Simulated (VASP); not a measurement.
## Sn: relaxation of the atoms with PBE+D3(BJ)

Sn:

```
CELL_PARAMETERS angstrom
0.00000 3.28498 3.28498
3.28498 0.00000 3.28498
3.28498 3.28498 0.00000
ATOMIC_POSITIONS crystal
Sn 0.00000 0.00000 0.00000
Sn 0.25000 0.25000 0.25000
```

This isn't the form of Sn at room conditions, which is tetragonal (white tin).

```json
{"Program": "VASP 6.6.1", "Task": "relaxation of the atoms", "Functional": "PBE", "Dispersion": "D3(BJ)", "Potentials or basis": "VASP PAW PBE potentials, release 64 (Sn_d)", "Cutoff": "600 eV", "k mesh": "10 × 10 × 10", "Occupations": "gaussian, width 0.03 eV", "Spin": "no spin polarisation", "Further INCAR settings": "ALGO = Normal; EDIFF = 1e-07; IBRION = 2; EDIFFG = -0.01; NSW = 40"}
```

```json
{
 "Pressure after relaxing": "0.0 GPa",
 "Band gap on the k mesh": "none (metal or under the smearing width)",
 "Dispersion energy per atom": "-0.295 eV"
}
```

Final structure:
```
Sn
1.0
     0.00000    3.28498    3.28498
     3.28498    0.00000    3.28498
     3.28498    3.28498    0.00000
Sn
2
Direct
  0.00000 0.00000 0.00000
  0.25000 0.25000 0.25000
```

Levels at points of the mesh, in eV from the Fermi level:
| k point | band 12 | band 13 | band 14 | band 15 | band 16 | band 17 |
| --- | --- | --- | --- | --- | --- | --- |
| (0.00, 0.00, 0.00) | -0.83 | 0.15 | 0.15 | 0.15 | 2.22 | 2.22 |
| (0.50, 0.00, 0.00) | -6.10 | -1.00 | -1.00 | -0.01 | 3.28 | 3.28 |
| (0.50, 0.50, 0.00) | -7.32 | -2.28 | -2.28 | 0.93 | 0.93 | 7.56 |

It took 46 s on 1 thread of Intel(R) Xeon(R) Platinum 8375C CPU @ 2.90GHz (Ice Lake) (shared host), peak memory 0.27 GiB.

Caveat: the relaxation stopped at its first step, so nothing moved; pairwise dispersion overbinds metals, which lowers pressure and volume.
